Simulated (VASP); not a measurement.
```xyz
2
Lattice="1.2461 -2.1584 0.0000 1.2461 2.1584 0.0000 0.0000 0.0000 4.0283" Properties=species:S:1:pos:R:3 pbc="T T T"
Co     1.2461     0.7195     1.0071
Co     1.2461    -0.7195     3.0212
```
Starting moments (μB, in the order of the record's atoms Co Co): 1.6 1.6.

Level of theory: PBE GGA, VASP's PBE PAW potentials (set 64) (plane waves; VASP). Run with 480 eV cut-off, 15×15×8 Γ-centred mesh, first-order Methfessel-Paxton smearing of 0.10 eV, potentials Co.

**Question.** Predict the cell moment, energy per atom (σ→0), band gap (on the k-mesh) with the smallest direct gap where there is one.

**Answer.** 
```
Quantity                                                     Value
------------------------  ----------------------------------------
band gap (on the k-mesh)  none (metal, semimetal or under 0.01 eV)
cell moment                                                3.25 μB
energy per atom (σ→0)                               -7.037 eV/atom
```

**Question.** Give the moment on each site (PAW-sphere projection).

**Answer.** 
```csv
site,moment (μB)
Co1,1.64
Co2,1.64
```

Total energies compare only between runs with the same potentials, cut-off and functional.

The compound is Co in the hcp structure. It was relaxed first. The start is the result of an earlier pass. The spin order is the one that the start imposed; others were not tried in this run.
